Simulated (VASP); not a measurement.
Output of a VASP run:

File OSZICAR:
```
       N       E                     dE             d eps       ncg     rms          rms(c)
DAV:   1     0.570243898763E+02    0.57024E+02   -0.87285E+03  4340   0.122E+03
DAV:   2    -0.202924418616E+02   -0.77317E+02   -0.75148E+02  5702   0.180E+02
DAV:   3    -0.239656258229E+02   -0.36732E+01   -0.36140E+01  5886   0.398E+01
DAV:   4    -0.240065684542E+02   -0.40943E-01   -0.40871E-01  5318   0.499E+00
DAV:   5    -0.240071913268E+02   -0.62287E-03   -0.62268E-03  5986   0.527E-01    0.118E+01
DAV:   6    -0.238719903593E+02    0.13520E+00   -0.89890E-02  5222   0.197E+00    0.689E+00
DAV:   7    -0.238165833265E+02    0.55407E-01   -0.11677E-01  5642   0.225E+00    0.402E-01
DAV:   8    -0.238156776826E+02    0.90564E-03   -0.12347E-02  5196   0.828E-01    0.233E-01
DAV:   9    -0.238155882003E+02    0.89482E-04   -0.76538E-04  5894   0.186E-01    0.106E-01
DAV:  10    -0.238155604666E+02    0.27734E-04   -0.10014E-04  5480   0.636E-02    0.451E-02
DAV:  11    -0.238155603284E+02    0.13822E-06   -0.10910E-05  5702   0.242E-02    0.865E-03
DAV:  12    -0.238155601984E+02    0.13000E-06   -0.46010E-07  3220   0.504E-03
   1 F= -.20257464E+02 E0= -.20257369E+02  d E =-.202575E+02
       N       E                     dE             d eps       ncg     rms          rms(c)
DAV:   1    -0.238176486517E+02   -0.20883E-02   -0.73339E-03  4658   0.530E-01    0.622E-02
DAV:   2    -0.238176864088E+02   -0.37757E-04   -0.46272E-04  5894   0.158E-01    0.159E-02
DAV:   3    -0.238176811916E+02    0.52172E-05   -0.86293E-06  5296   0.227E-02    0.692E-03
DAV:   4    -0.238176800477E+02    0.11439E-05   -0.41597E-06  5226   0.129E-02    0.336E-03
DAV:   5    -0.238176800136E+02    0.34138E-07   -0.35177E-07  2656   0.439E-03
   2 F= -.20257593E+02 E0= -.20257482E+02  d E =-.129091E-03
       N       E                     dE             d eps       ncg     rms          rms(c)
DAV:   1    -0.238179842050E+02   -0.30416E-03   -0.16773E-04  4706   0.801E-02    0.968E-03
DAV:   2    -0.238179850990E+02   -0.89402E-06   -0.10664E-05  5888   0.238E-02    0.230E-03
DAV:   3    -0.238179849887E+02    0.11028E-06   -0.16722E-07  2698   0.338E-03
   3 F= -.20257595E+02 E0= -.20257483E+02  d E =-.131542E-03
       N       E                     dE             d eps       ncg     rms          rms(c)
DAV:   1    -0.238175823616E+02    0.40274E-03   -0.72509E-03  4778   0.517E-01    0.504E-02
DAV:   2    -0.238175379716E+02    0.44390E-04   -0.34589E-04  5894   0.136E-01    0.266E-02
DAV:   3    -0.238175070952E+02    0.30876E-04   -0.62480E-05  5528   0.516E-02    0.432E-03
DAV:   4    -0.238175073611E+02   -0.26590E-06   -0.65172E-06  5256   0.182E-02
   4 F= -.20257675E+02 E0= -.20257556E+02  d E =-.796377E-04
```

OUTCAR:
```
------------------------ aborting loop because EDIFF is reached ----------------------------------------
  FORCE on cell =-STRESS in cart. coord.  units (eV):
  Direction    XX          YY          ZZ          XY          YZ          ZX
  --------------------------------------------------------------------------------------
  Total        3.5610844      3.5556371      3.5844402      0.0000000      0.0000000      0.0000000
  in kB      100.0351716     99.8821518    100.6912654      0.0000000      0.0000000      0.0000000
  external PRESSURE =       0.2028629 kB  Pullay stress =     100.0000000 kB
  volume of cell :       57.03
      direct lattice vectors                 reciprocal lattice vectors
     1.681503606 -4.733604299  0.000000000     0.297352916 -0.105627756  0.000000000
     1.681503606  4.733604299  0.000000000     0.297352916  0.105627756 -0.000000000
     0.000000000  0.000000000  3.582781914     0.000000000  0.000000000  0.279112719
 POSITION                                       TOTAL-FORCE (eV/Angst)
 -----------------------------------------------------------------------------------
      1.68150      3.64299      3.40940         0.000000      0.000486      0.001036
      1.68150      1.09061      1.61801         0.000000     -0.000486      0.001036
      1.68150     -1.09061      1.96478         0.000000      0.000486     -0.001036
      1.68150     -3.64299      0.17339         0.000000     -0.000486     -0.001036
 -----------------------------------------------------------------------------------
    total drift:                               -0.000000     -0.000000      0.000000
  FREE ENERGIE OF THE ION-ELECTRON SYSTEM (eV)
  ---------------------------------------------------
  free  energy   TOTEN  =       -23.8175073611 eV

  energy  without entropy=      -23.8171512831  energy(sigma->0) =      -23.81738867
  enthalpy is  TOTEN    =       -20.2576750528 eV   P V=        3.5598323083

 reached required accuracy - stopping structural energy minimisation
```
(Selected blocks of OUTCAR.)

POSCAR:
```
P
1
    1.6811860261    -4.7377157914     0.0000000000
    1.6811860261     4.7377157914    -0.0000000000
    0.0000000000     0.0000000000     3.5786029194
P
4
Direct
  0.1150479855   0.8849520145   0.9522859206
  0.3849520145   0.6150479855   0.4522859206
  0.6150479855   0.3849520145   0.5477140794
  0.8849520145   0.1150479855   0.0477140794
```

### Question
Reconstruct the remaining input files.

### Answer
Several could match; the one computed here: the input of the run itself, LDA (Ceperley-Alder, Perdew-Zunger), plane waves, VASP's LDA PAW potentials (set 64).

INCAR:
```
# general
SYSTEM =P
PREC   =Accurate
ENCUT  =500
LREAL  =.False.
LASPH  =.True.

# electronic loop
EDIFF  =1E-6
NELM   =100
ALGO   =Normal

# smearing
ISMEAR =1
SIGMA  =0.1

# ions
IBRION =2
NSW    =40
ISIF   =3
EDIFFG =-0.02
PSTRESS=100

# output
LWAVE  =.False.
LCHARG =.False.
```

KPOINTS:
```
Automatic
0
Gamma
 10 10 9
0 0 0
```

POTCAR, in this order: P (LDA.64 set). Program: vasp_std.

The compound is P in the black structure. This run relaxes it under an external pressure of 10 GPa. Symmetry was kept, so distortions that lower it aren't found.
